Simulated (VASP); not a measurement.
Shape and ions are relaxed at each volume.

Energy against volume of Hf (hcp). Calculation: PW91 GGA, VASP's PBE PAW potentials (set 64) (plane waves; VASP).

```csv
V (Å³/atom),E (eV/atom)
21.078,-9.83790
21.751,-9.86084
22.424,-9.86814
23.096,-9.86164
23.769,-9.84301
```

Fit a third-order Birch-Murnaghan equation of state.

```
Quantity                                         Result
---------------------------------------  --------------
volume per atom                          22.43 Å^3/atom
bulk modulus                                    109 GPa
pressure derivative of the bulk modulus            3.23
```

Measured: bulk modulus 110 GPa at 0 K (computed value off by -0.4 %), as given by Vázquez-Parga, Fernández-Martínez, Viñes, J. Chem. Theory Comput. (2023), doi:10.1021/acs.jctc.3c00612, Supporting … [zero-point energy and finite temperature contributions removed].

The compound is Hf in the hcp structure. It was relaxed first.
